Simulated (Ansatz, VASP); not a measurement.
## Si19O32 (amorphous SiO1.7): VASP beside Ansatz

Aim: how closely do two programs agree when they are given the same cell, functional and k mesh? Of the first pair: The structure shown is the start of the Ansatz relaxation below; VASP solves that cell, so the two are compared at the walk's first step.

Calculated with Ansatz 0.2.0; plane waves, with VASP 6.6.1 beside it; single point at PBEsol.

### 1. The structure

The cell holds 153 atoms: 57 Si and 96 O. Its edges and angles: a = 13.312 Å, b = 13.312 Å, c = 13.312 Å, α = 90.0°, β = 90.0°, γ = 90.0°. It derives from Si57O97 (amorphous SiO1.7). As first built, before any earlier steps moved the atoms (in the runner's words): 154 atoms (57 Si, 97 O) placed at random at 2.22 g/cm^3, melted at 5000 K for 10 ps at fixed volume with the Tersoff Si-O potential (Munetoh et al., Comput. Mater. Sci. 39, 334 (2007)). Quenched from 5000 K to 100 K at 1000 K/ps and fixed volume, held 5 ps. Nearest the centre at fractional (0.999, 0.918, 0.350): Si40 at 1.63 Å, Si53 at 1.67 Å, O93 at 2.40 Å, O92 at 2.56 Å, O98 at 2.59 Å, O121 at 2.62 Å, Si9 at 2.66 Å, Si25 at 3.19 Å.

### 2. Ansatz: relaxation, PBEsol

Ansatz runs on its PAW soft_1 files.

The two programs are compared at the cell with which this relaxation starts, whose forces are those of its first step.

input.yaml reads:

```yaml
crystal:
  lattice:
    - [13.3125, 0.0, 0.0]
    - [0.0, 13.3125, 0.0]
    - [0.0, 0.0, 13.3125]
  atoms:
    - { symbol: Si, position: [0.17408, 0.12016, 0.97796] }
    - { symbol: Si, position: [0.67183, 0.47419, 0.24341] }
    - { symbol: Si, position: [0.2393, 0.961, 0.11929] }
[... 2 atom lines left out ...]
    - { symbol: Si, position: [0.79296, 0.7247, 0.3277] }
[... 2 atom lines left out ...]
    - { symbol: Si, position: [0.93941, 0.10628, 0.38216] }
[... 1 atom line left out ...]
    - { symbol: Si, position: [0.10666, 0.14844, 0.16966] }
    - { symbol: Si, position: [0.82184, 0.06027, 0.25045] }
[... 10 atom lines left out ...]
    - { symbol: Si, position: [0.02508, 0.30748, 0.32098] }
[... 1 atom line left out ...]
    - { symbol: Si, position: [0.21878, 0.82633, 0.37415] }
[... 2 atom lines left out ...]
    - { symbol: Si, position: [0.89864, 0.892, 0.09001] }
[... 6 atom lines left out ...]
    - { symbol: Si, position: [0.16609, 0.73845, 0.04366] }
[... 2 atom lines left out ...]
    - { symbol: Si, position: [0.86533, 0.05311, 0.59302] }
[... 1 atom line left out ...]
    - { symbol: Si, position: [0.00286, 0.81171, 0.28918] }
[... 4 atom lines left out ...]
    - { symbol: Si, position: [0.5937, 0.80749, 0.39178] }
[... 1 atom line left out ...]
    - { symbol: Si, position: [0.90871, 0.25228, 0.14071] }
[... 4 atom lines left out ...]
    - { symbol: Si, position: [0.07724, 0.06542, 0.69123] }
    - { symbol: Si, position: [0.08698, 0.95806, 0.42956] }
[... 8 atom lines left out ...]
    - { symbol: O, position: [0.98141, 0.02285, 0.6232] }
[... 4 atom lines left out ...]
    - { symbol: O, position: [0.8067, 0.19371, 0.20888] }
    - { symbol: O, position: [0.01375, 0.54578, 0.55626] }
    - { symbol: O, position: [0.35245, 0.94513, 0.17462] }
[... 1 atom line left out ...]
    - { symbol: O, position: [0.07663, 0.52512, 0.21611] }
[... 6 atom lines left out ...]
    - { symbol: O, position: [0.15688, 0.03324, 0.18482] }
    - { symbol: O, position: [0.06532, 0.18584, 0.6702] }
[... 3 atom lines left out ...]
    - { symbol: O, position: [0.78779, 0.959, 0.59758] }
    - { symbol: O, position: [0.71027, 0.81445, 0.34467] }
[... 7 atom lines left out ...]
    - { symbol: O, position: [0.91148, 0.74707, 0.33485] }
    - { symbol: O, position: [0.05672, 0.07675, 0.41279] }
[... 2 atom lines left out ...]
    - { symbol: O, position: [0.98239, 0.15291, 0.13876] }
[... 1 atom line left out ...]
    - { symbol: O, position: [0.11271, 0.76292, 0.32215] }
[... 1 atom line left out ...]
    - { symbol: O, position: [0.16949, 0.19626, 0.07479] }
[... 2 atom lines left out ...]
    - { symbol: O, position: [0.7838, 0.6432, 0.41846] }
[... 3 atom lines left out ...]
    - { symbol: O, position: [0.7474, 0.25708, 0.40844] }
[... 6 atom lines left out ...]
    - { symbol: O, position: [0.07246, 0.68215, 0.10237] }
    - { symbol: O, position: [0.8123, 0.81688, 0.03852] }
[... 1 atom line left out ...]
    - { symbol: O, position: [0.81042, 0.14062, 0.65969] }
[... 2 atom lines left out ...]
    - { symbol: O, position: [0.97497, 0.92414, 0.99822] }
    - { symbol: O, position: [0.96953, 0.83735, 0.17324] }
[... 8 atom lines left out ...]
    - { symbol: O, position: [0.86606, 0.08101, 0.47528] }
[... 3 atom lines left out ...]
    - { symbol: O, position: [0.1864, 0.85284, 0.08969] }
[... 4 atom lines left out ...]
    - { symbol: O, position: [0.70773, 0.04705, 0.29946] }
[... 1 atom line left out ...]
    - { symbol: O, position: [0.84108, 0.98556, 0.15318] }
    - { symbol: O, position: [0.94704, 0.22678, 0.37304] }
    - { symbol: O, position: [0.19657, 0.04744, 0.66202] }
[... 1 atom line left out ...]
    - { symbol: O, position: [0.77084, 0.68593, 0.21214] }
    - { symbol: O, position: [0.11115, 0.22223, 0.26482] }
[... 4 atom lines left out ...]
    - { symbol: O, position: [0.25711, 0.77828, 0.48539] }
[... 1 atom line left out ...]
    - { symbol: O, position: [0.62495, 0.85934, 0.6421] }
kpoints:
  mp_grid: { grid: [1, 1, 1] }
hamiltonian:
  xc: pbesol
  pseudopotentials: { kind: paw, azcp: { folder: soft_1 }, xc_functional: pbe }
scf:
  occupations: { method: fermi_dirac, width: 0.025 }
output:
  forces: true
  eigenvalues: true
relax:
  f_tol: 0.05
  max_steps: 90
```

Started as:

```sh
ansatz run input.yaml --threads 8 --pin off --max-ram 15872MiB --backend cpu --events-out ev --progress --plain --runs-dir out
```

Numbers of over 12 decimals in the logs are rounded to 6 here.

The program printed:

```text
Engine: ansatz 0.2.0, aarch64-unknown-linux-gnu
Pseudopotentials: kind: paw
Pseudopotential: Si, paw, valence charge 4, recommended cutoff 420 eV (normal), soft_1/Si.paw.azcp
Pseudopotential: O, paw, valence charge 6, recommended cutoff 420 eV (normal), soft_1/O.paw.azcp
Functional definition: PBEsol
  exchange = pbesol_x
  correlation = pbesol_c
Crystal: 153 atoms, lattice volume = 2359.277 Å³
Basis set: ecut = 420 eV, 46297 PW (Γ), exchange–correlation on 180×180×180 points (8 copies of the dense FFT grid, shifted against one another)
Bands: 555, of which v1, the nominal top of the filled ones, is band 402 counted from 1 (401 counted from 0)
Symmetry: 1 space group operations
Space group: P1 (ITA 1), of the structure as read, at distance tolerance 1.3e-4 Å
k-points: 1
Non-local potential: Si, projectors of the file, l = 0: 2, l = 1: 2, l = 2: 1
Non-local potential: O, projectors of the file, l = 0: 2, l = 1: 2, l = 2: 1
PAW form: soft (Blöchl's): semilocal exchange-correlation on the pseudo side does not see the compensation charge
PAW frozen core: Si, regenerated for the run's functional, and the local potential with it (the file was generated under x = pbe(κ = 0.804, μ = 0.219515), c = pbe(β = 0.066725))
PAW frozen core: O, regenerated for the run's functional, and the local potential with it (the file was generated under x = pbe(κ = 0.804, μ = 0.219515), c = pbe(β = 0.066725))
PAW one-centre angular grid: Si, 110 points (default); XC on 64 Gauss nodes
PAW one-centre angular grid: O, 110 points (default); XC on 64 Gauss nodes
Initial density: superposition of atomic densities (chi_scale 0.1, normalization cell, long waves kept (reshape's long-wave potential 0.51 eV rms))
Initial wavefunctions: pseudopotential atomic-orbital guess
Functional: x = pbesol(κ = 0.804, μ = 0.123457), c = pbesol(β = 0.046)
SCF iter   1: F=—  HF=-89444.811196 eV  |F-HF|=—  |Δ(HF+E_count)|=         —  Δρ=9.85e-2  dr2=2.23e2  ethr=3.10e-3  ⟨swp⟩=6.0  Hψ=2499  notcnv=0  defer=97
preconditioner: auto → Resta (q_TF=auto, 2.280 Å⁻¹)  ε∞=2.9  [insulator: Δε(μ)=1.042 eV  Ē_g=15.857 eV  σ=0.025 eV  W_gap=1.00  n_scr=460 (ndim 8)  ℏωp=21.7 eV  f_vac=0.122  D(μ)=0.00/eV (n_scr^D=0)  ε∞_Penn≈2.9]
SCF iter   2: F=—  HF=-89387.750606 eV  |F-HF|=—  |Δ(HF+E_count)|=    5.71e1  Δρ=3.93e-2  dr2=1.98e1  ethr=3.10e-3  ⟨swp⟩=3.0  Hψ=1349  notcnv=0  defer=147
SCF iter   3: F=—  HF=-89384.380376 eV  |F-HF|=—  |Δ(HF+E_count)|=    3.37e0  Δρ=1.80e-2  dr2=5.89e0  ethr=2.46e-3  ⟨swp⟩=2.0  Hψ=652  notcnv=0  defer=147
SCF iter   4: F=—  HF=-89383.832344 eV  |F-HF|=—  |Δ(HF+E_count)|=   5.48e-1  Δρ=6.05e-3  dr2=8.27e-1  ethr=7.33e-4  ⟨swp⟩=7.0  Hψ=1383  notcnv=0  defer=144
SCF iter   5: F=—  HF=-89383.721285 eV  |F-HF|=—  |Δ(HF+E_count)|=   1.11e-1  Δρ=1.52e-3  dr2=7.13e-2  ethr=1.03e-4  ⟨swp⟩=3.0  Hψ=974  notcnv=0  defer=144
SCF iter   6: F=—  HF=-89383.791866 eV  |F-HF|=—  |Δ(HF+E_count)|=   7.06e-2  Δρ=1.04e-3  dr2=2.99e-2  ethr=8.87e-6  ⟨swp⟩=3.0  Hψ=728  notcnv=0  defer=144
SCF iter   7: F=—  HF=-89383.798502 eV  |F-HF|=—  |Δ(HF+E_count)|=   6.64e-3  Δρ=2.58e-4  dr2=2.90e-3  ethr=3.71e-6  ⟨swp⟩=2.0  Hψ=955  notcnv=0  defer=144
SCF iter   8: F=—  HF=-89383.802098 eV  |F-HF|=—  |Δ(HF+E_count)|=   3.60e-3  Δρ=1.29e-4  dr2=4.79e-4  ethr=3.60e-7  ⟨swp⟩=2.0  Hψ=778  notcnv=0  defer=144
SCF iter   9: F=—  HF=-89383.802645 eV  |F-HF|=—  |Δ(HF+E_count)|=   5.47e-4  Δρ=7.49e-5  dr2=1.28e-4  ethr=5.96e-8  ⟨swp⟩=2.0  Hψ=803  notcnv=0  defer=144
SCF iter  10: F=-89383.802728 eV  HF=-89383.802711 eV  |F-HF|=1.66e-5  |Δ(HF+E_count)|=   6.62e-5  Δρ=2.05e-5  dr2=1.41e-5  ethr=7.77e-9  ⟨swp⟩=16.0  Hψ=4023  notcnv=0
SCF 1 converged in 10 iterations: F = -89383.802728 eV  dr2 = 1.41e-5
  greatest PAW one-centre occupation: 0.869 electrons in one spin orbital (limit 2), on the O atom at site 92 (counted from 0), in its partial waves of l = 0
relax step   1: F+E_penalty+E_count = -89383.80272766 eV  Δ(F+E_penalty+E_count) = +0.000e0 eV  max|allowed force component| = 2.636e0 eV/Å  Δτ_max = 0.0000 Å  (10 SCF iters, dr2 threshold 6.25e-5 eV, accepted)
Initial density: handed on by an earlier stage of this run
Initial wavefunctions: those handed on with the density
iter 1 solved again at ethr=1.63e-5 eV; its pass at ethr=3.10e-3 eV (dr2=1.31e-1 eV) is discarded
SCF iter   1: F=—  HF=-89384.503078 eV  |F-HF|=—  |Δ(HF+E_count)|=         —  Δρ=2.74e-3  dr2=1.36e-1  ethr=1.63e-5  ⟨swp⟩=2.0  Hψ=2200  notcnv=0  defer=144
preconditioner: auto → Resta (q_TF=auto, 2.280 Å⁻¹)  ε∞=3.1  [insulator: Δε(μ)=0.912 eV  Ē_g=14.869 eV  σ=0.025 eV  W_gap=1.00  n_scr=460 (ndim 8)  ℏωp=21.7 eV  f_vac=0.191  D(μ)=0.00/eV (n_scr^D=0)  ε∞_Penn≈3.1]
SCF iter   2: F=—  HF=-89384.484587 eV  |F-HF|=—  |Δ(HF+E_count)|=   1.85e-2  Δρ=1.44e-3  dr2=3.05e-2  ethr=1.63e-5  ⟨swp⟩=2.0  Hψ=688  notcnv=0  defer=144
[...]
- { symbol: Si, position: [0.913195, 0.255424, 0.142907] }
    - { symbol: Si, position: [0.502164, 0.793575, 0.898169] }
    - { symbol: Si, position: [0.174804, 0.341165, 0.441675] }
    - { symbol: Si, position: [0.512332, 0.212694, 0.950731] }
    - { symbol: Si, position: [0.573017, 0.983183, -0.00162233] }
    - { symbol: Si, position: [0.081676, 0.058830, 0.681223] }
    - { symbol: Si, position: [0.079587, 0.867787, 0.382231] }
    - { symbol: Si, position: [0.069742, 0.569017, 0.664696] }
    - { symbol: Si, position: [0.302247, 0.463876, 0.883526] }
    - { symbol: Si, position: [0.747387, 0.750656, 0.944730] }
    - { symbol: Si, position: [0.990691, 0.418470, 0.524182] }
    - { symbol: O, position: [0.702662, 1.006781, 0.761628] }
    - { symbol: O, position: [0.914287, 0.377100, 0.610249] }
    - { symbol: O, position: [0.502088, 0.052917, 0.258053] }
    - { symbol: O, position: [0.981406, 0.536390, 0.741970] }
    - { symbol: O, position: [0.993755, 0.026592, 0.601103] }
    - { symbol: O, position: [0.673633, 0.573057, 0.808833] }
    - { symbol: O, position: [0.738985, 0.632767, 0.00748311] }
    - { symbol: O, position: [0.424270, 0.607520, 0.134448] }
    - { symbol: O, position: [0.265891, 0.545692, 0.239715] }
    - { symbol: O, position: [0.809556, 0.194658, 0.207384] }
    - { symbol: O, position: [0.019289, 0.536108, 0.552465] }
    - { symbol: O, position: [0.357417, 0.947888, 0.165764] }
    - { symbol: O, position: [0.801002, 0.467711, 0.713160] }
    - { symbol: O, position: [0.066360, 0.540839, 0.248066] }
    - { symbol: O, position: [0.898354, 0.394322, 0.857636] }
    - { symbol: O, position: [0.726951, 0.146200, 0.904899] }
    - { symbol: O, position: [0.049207, -0.00559246, 0.783608] }
    - { symbol: O, position: [0.463788, 0.804080, 0.571155] }
    - { symbol: O, position: [0.702846, 0.292208, 0.586290] }
    - { symbol: O, position: [0.178988, 0.517532, 0.647462] }
    - { symbol: O, position: [0.168359, 0.047301, 0.174497] }
    - { symbol: O, position: [0.061355, 0.179945, 0.687505] }
    - { symbol: O, position: [0.378915, 0.512110, 0.966410] }
    - { symbol: O, position: [0.189687, 0.479743, 0.938828] }
[...]
- { symbol: O, position: [0.128272, 0.235978, 0.248936] }
    - { symbol: O, position: [0.066154, 0.091482, 0.944333] }
    - { symbol: O, position: [0.555565, 0.937005, 0.111298] }
    - { symbol: O, position: [0.629320, 0.766240, 0.904703] }
    - { symbol: O, position: [0.897777, 0.573771, 0.132423] }
    - { symbol: O, position: [0.297748, 0.773408, 0.472487] }
    - { symbol: O, position: [0.310236, 0.543544, 0.789701] }
    - { symbol: O, position: [0.641749, 0.855179, 0.638310] }
```

The column dr2 measures how far the density is from self-consistency, as an energy; F and HF (Harris–Foulkes) agree once it is small.

### 3. VASP: single point, PBEsol, start cell, pair 1

The same cell, functional, mesh and smearing now go to VASP, with its own data sets.

Lines of VASP's logs that name or quote its potential files are left out, and so is its time.

INCAR reads:

```
SYSTEM = Si19O32
PREC = Accurate
ENCUT = 520
EDIFF = 1E-06
NELM = 120
ISMEAR = -1
SIGMA = 0.025
LREAL = Auto
ALGO = Normal
GGA = PS
NBANDS = 509
LORBIT = 11
LWAVE = .FALSE.
LCHARG = .FALSE.
ISIF = 2
LASPH = .TRUE.
GGA_COMPAT = .FALSE.
EFERMI = MIDGAP
```

POSCAR reads:

```
Si19O32
1.0
   13.3125000000      0.0000000000      0.0000000000
    0.0000000000     13.3125000000      0.0000000000
    0.0000000000      0.0000000000     13.3125000000
Si O
57 96
Direct
    0.1740769953      0.1201577465      0.9779605634
    0.6718272300      0.4741934272      0.2434103286
    0.2393014085      0.9609990610      0.1192863850
[... 2 atom lines left out ...]
    0.7929615023      0.7247023474      0.3276995305
[... 2 atom lines left out ...]
    0.9394103286      0.1062835681      0.3821596244
[... 1 atom line left out ...]
    0.1066591549      0.1484394366      0.1696600939
    0.8218366197      0.0602666667      0.2504488263
[... 10 atom lines left out ...]
    0.0250816901      0.3074779343      0.3209765258
[... 1 atom line left out ...]
    0.2187793427      0.8263286385      0.3741521127
[... 2 atom lines left out ...]
    0.8986366197      0.8920037559      0.0900131455
[... 6 atom lines left out ...]
    0.1660920188      0.7384488263      0.0436582160
[... 2 atom lines left out ...]
    0.8653295775      0.0531079812      0.5930215962
[... 1 atom line left out ...]
    0.0028619718      0.8117107981      0.2891793427
[... 4 atom lines left out ...]
    0.5936976526      0.8074892019      0.3917821596
[... 1 atom line left out ...]
    0.9087098592      0.2522816901      0.1407098592
[... 4 atom lines left out ...]
    0.0772431925      0.0654197183      0.6912300469
    0.0869784038      0.9580619718      0.4295586854
[... 8 atom lines left out ...]
    0.9814084507      0.0228507042      0.6232037559
[... 4 atom lines left out ...]
    0.8067004695      0.1937126761      0.2088788732
    0.0137464789      0.5457802817      0.5562591549
    0.3524507042      0.9451267606      0.1746178404
[... 1 atom line left out ...]
    0.0766272300      0.5251230047      0.2161126761
[... 6 atom lines left out ...]
    0.1568826291      0.0332394366      0.1848187793
    0.0653220657      0.1858403756      0.6701971831
[... 3 atom lines left out ...]
    0.7877934272      0.9590009390      0.5975812207
    0.7102723005      0.8144525822      0.3446685446
[... 7 atom lines left out ...]
    0.9114816901      0.7470723005      0.3348507042
    0.0567211268      0.0767474178      0.4127924883
[... 2 atom lines left out ...]
    0.9823924883      0.1529089202      0.1387568075
[... 1 atom line left out ...]
    0.1127136150      0.7629220657      0.3221483568
[... 1 atom line left out ...]
    0.1694873239      0.1962591549      0.0747868545
[... 2 atom lines left out ...]
    0.7837971831      0.6432000000      0.4184563380
[... 3 atom lines left out ...]
    0.7474028169      0.2570816901      0.4084431925
[... 6 atom lines left out ...]
    0.0724582160      0.6821483568      0.1023699531
    0.8122967136      0.8168788732      0.0385201878
[... 1 atom line left out ...]
    0.8104187793      0.1406197183      0.6596882629
[... 2 atom lines left out ...]
    0.9749708920      0.9241389671      0.9982197183
    0.9695323944      0.8373483568      0.1732431925
[... 8 atom lines left out ...]
    0.8660582160      0.0810065728      0.4752826291
[... 3 atom lines left out ...]
    0.1863962441      0.8528375587      0.0896901408
[... 4 atom lines left out ...]
    0.7077333333      0.0470535211      0.2994629108
[... 1 atom line left out ...]
    0.8410816901      0.9855624413      0.1531793427
    0.9470422535      0.2267793427      0.3730403756
    0.1965671362      0.0474366197      0.6620169014
[... 1 atom line left out ...]
    0.7708394366      0.6859267606      0.2121389671
    0.1111511737      0.2222272300      0.2648187793
[... 4 atom lines left out ...]
    0.2571117371      0.7782835681      0.4853934272
[... 1 atom line left out ...]
    0.6249464789      0.8593427230      0.6421032864
```

KPOINTS reads:

```
Automatic mesh
0
Gamma
1 1 1
0 0 0
```

PAW data sets: Si and O (PBE family, release 64).

Started as:

```sh
export OMP_NUM_THREADS=4
mpirun -np 1 vasp_gam
```

The program printed:

```text
[banner, memory and clock lines left out]
running    1 mpi-ranks, on    1 nodes
[...]
Offloading initialized ...    1 GPUs detected
[...]
|                                                                             |
|               ----> ADVICE to this user running VASP <----                  |
|                                                                             |
|     You enforced a specific xc type in the INCAR file but a different       |
|     [... a line on the potential file left out ...]
|     I HOPE YOU KNOW WHAT YOU ARE DOING!                                     |
|                                                                             |

 LDA part: xc-table for (Slater+PW92), standard interpolation
 POSCAR, INCAR and KPOINTS ok, starting setup
[...]
entering main loop
       N       E                     dE             d eps       ncg     rms          rms(c)
DAV:   1     0.728320001038E+04    0.72832E+04   -0.45828E+05  1034   0.151E+03
DAV:   2    -0.596868804820E+03   -0.78801E+04   -0.75993E+04  1263   0.362E+02
DAV:   3    -0.131536165499E+04   -0.71849E+03   -0.71254E+03  1188   0.117E+02
DAV:   4    -0.133256401078E+04   -0.17202E+02   -0.17101E+02  1196   0.192E+01
[...]
DAV:  17    -0.118861487556E+04   -0.68224E-05   -0.12190E-04  1228   0.227E-02    0.152E-02
DAV:  18    -0.118861487772E+04   -0.21575E-05   -0.46362E-05  1204   0.126E-02    0.109E-02
DAV:  19    -0.118861487781E+04   -0.84674E-07   -0.69137E-06  1164   0.493E-03
   1 F= -.11886149E+04 E0= -.11886149E+04  d E =-.488514E-08
```

From OUTCAR (step 3):

```text
  Total      -87.9782196    -26.1669289    -86.7362131     -8.7656875    -11.8635261    -17.0039141
  in kB      -59.7457323    -17.7698792    -58.9022896     -5.9527508     -8.0564833    -11.5473046
  external PRESSURE =     -45.4726337 kB  Pullay stress =       0.0000000 kB

 POSITION                                       TOTAL-FORCE (eV/Angst)
 -----------------------------------------------------------------------------------
      2.31740      1.59960     13.01910        -0.010900     -0.005344     -0.066118
[...]
9.71470      1.86790     12.12250         0.011816      0.032114      0.040776
      0.66440      0.09360     10.63200         0.010143      0.000895     -0.004196
      5.93260     10.83360      7.36980         0.030055      0.035831      0.001973
      9.30500      3.84530      7.92040        -0.008310      0.003178      0.010357
      2.38150      6.90680      8.54970         0.010566     -0.013811     -0.013386
      2.08850      0.44250      2.46040        -0.026558      0.065929      0.022885
      0.86960      2.47400      8.92200        -0.023714      0.026450     -0.035240
      5.28590      6.51420     12.51410        -0.001548     -0.018689      0.012199
      2.70550      6.20470     12.20490         0.020875      0.025851     -0.015934
     12.88180      5.49290      5.33490        -0.013842     -0.061288     -0.115950
     10.48750     12.76670      7.95530         0.002830      0.008769     -0.046276
      9.45550     10.84240      4.58840        -0.023502      0.039564      0.000974
[...]
-----------------------------------------------------------------------------------
    total drift:                               -0.006001     -0.023282      0.023814

  FREE ENERGIE OF THE ION-ELECTRON SYSTEM (eV)
  ---------------------------------------------------
  free  energy   TOTEN  =     -1188.6148778068 eV

  energy  without entropy=    -1188.6148778019  energy(sigma->0) =    -1188.61487780

[... 3 further parts left out ...]
[key lines of the parts left out:]
E-fermi :   3.4799
```

The run ends at a pressure of -4.55 GPa, with forces up to 3.2 eV/Å.

[end of part 1 of 2]

[Lines on the potential files, build, host, timing and source positions are cut from VASP's logs without a mark.]

[Logs are printed without paths, hosts, clocks, repeated set-up lines and the standing remarks that a program may print on its own settings, such as how far it seeks lower states.]

[Hosts, paths, dates, database ids (printed as entryN), source tags and the programs' standing remarks are cut or masked in the printed files.]
